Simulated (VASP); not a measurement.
Given:

```xyz
4
Lattice="3.4290 0.0000 0.0000 0.0000 3.4290 0.0000 0.0000 0.0000 3.4290" Properties=species:S:1:pos:R:3 pbc="T T T"
Si     0.0000     0.0000     0.0000
Ni     0.0000     1.7145     1.7145
Ni     1.7145     0.0000     1.7145
Ni     1.7145     1.7145     0.0000
```

Level of theory: LDA (Ceperley-Alder, Perdew-Zunger), VASP's LDA PAW potentials (set 64) (plane waves; VASP). Run with 520 eV cut-off, 9×9×9 Γ-centred mesh, first-order Methfessel-Paxton smearing of 0.10 eV, potentials Si Ni.

Problem. Give the energy at these volumes per atom, relative to the lowest: 9.47, 9.78, 10.08, 10.38, 10.68 Å³.

Solution. 32.9, 7.8, 0.0, 6.9, 26.0 meV/atom. A third-order Birch-Murnaghan fit gives B0 = 258 GPa and B0′ = 4.7.

Measured: a 3.510 Å (computed value off by -2.3 %), as given by Metallic Nickel Silicides: Experiments and Theory for NiSi and First Principles Calculations for Other Phases, …. The calculation is for a static lattice, while the measured a holds thermal and zero-point effects, which are part of the difference.

The compound is Ni3Si in the L1_2 structure. It was relaxed first, which changed the volume by -7 %. The run is not spin-polarised, so no magnetic state was tried.
